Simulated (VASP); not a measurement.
A convergence study with VASP on NaI (rock salt): one setting is varied, all else stays as given below, so the limit is that of these other settings. Each run relaxes cell and ions from the cell shown. The basis is that of the starting cell, so low cut-offs carry a Pulay error.

```yaml
crystal:
  lattice:
    - [0.00000, 3.23500, 3.23500]
    - [3.23500, 0.00000, 3.23500]
    - [3.23500, 3.23500, 0.00000]
  atoms:
    - { symbol: Na, position: [0.00000, 0.00000, 0.00000] }
    - { symbol: I, position: [0.50000, 0.50000, 0.50000] }
```

Calculation: PBE GGA, VASP's PBE PAW potentials (set 64) (plane waves; VASP 6.6.1). The tightest run used: 700 eV cut-off, 6×6×6 Γ-centred mesh, Gaussian smearing of 0.050 eV, potentials Na_pv I.

Gaps are read on the run's mesh, which can miss a band edge.

| setting | relaxed volume (Å³/atom) | E (eV/atom) | gap on the mesh (eV) | plane waves |
|---|---|---|---|---|
| ENCUT = 200 | 28.317 | -2.7575 | 4.201 | 444 |
| ENCUT = 250 | 32.757 | -2.6916 | 3.731 | 620 |
| ENCUT = 300 | 34.708 | -2.6937 | 3.577 | 821 |
| ENCUT = 350 | 34.723 | -2.6933 | 3.576 | 1018 |
| ENCUT = 400 | 34.597 | -2.6930 | 3.586 | 1247 |

Q: These are the cheaper rows. Estimate the results at ENCUT = 700, and how far the last row shown lies from them.

A: 
| quantity | tightest run | last row shown is off by |
|---|---|---|
| relaxed volume (Å³/atom) | 34.865 | -0.268 |
| E (eV/atom) | -2.6936 | 0.0006 |
| gap on the mesh (eV) | 3.568 | 0.018 |

Left out are rungs that failed or repeat a setting and relaxations that didn't move; long series are thinned to 24 rows.

The compound is NaI in the rock salt structure.
